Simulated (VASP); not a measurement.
A run of VASP 6.6.1:

File INCAR:

```
PREC = Accurate
ENCUT = 600
EDIFF = 1E-7
ISMEAR = 1
SIGMA = 0.1
LREAL = False
LASPH = True
NELM = 80
ALGO = Normal
ISIF = 2
LWAVE = False
LCHARG = False
GGA = CA
IBRION = 2
NSW = 40
EDIFFG = -0.01
```

The input KPOINTS:

```
Automatic mesh
0
Gamma
  14 14 14
```

Contents of POSCAR:

```
AlCo                                    
1.0
    2.8317308556      0.0000000000      0.0000000000
    0.0000000000      2.8317308556      0.0000000000
    0.0000000000      0.0000000000      2.8317308556
  Al              Co            
     1     1
Direct
     0.0000000000000000    0.0000000000000000    0.0000000000000000
     0.5000000000000000    0.5000000000000000    0.5000000000000000
```

Potentials or basis: VASP PAW LDA potentials, release 64 (Al, Co).

The run is started by

```bash
$ cat potpaw_LDA.64/Al/POTCAR potpaw_LDA.64/Co/POTCAR > POTCAR
$ mpirun -np 1 vasp_std > vasp.out
```

Hardware: 1 thread of Intel(R) Xeon(R) 6975P-C (Granite Rapids), with other jobs on the host.

Task: How long does it take, and how much memory?

Result: It took 7.5 s on 1 thread of Intel(R) Xeon(R) 6975P-C (Granite Rapids), on a shared host, peak memory 0.15 GiB. Counts: scf iterations 13, k points 120, ion steps 1.
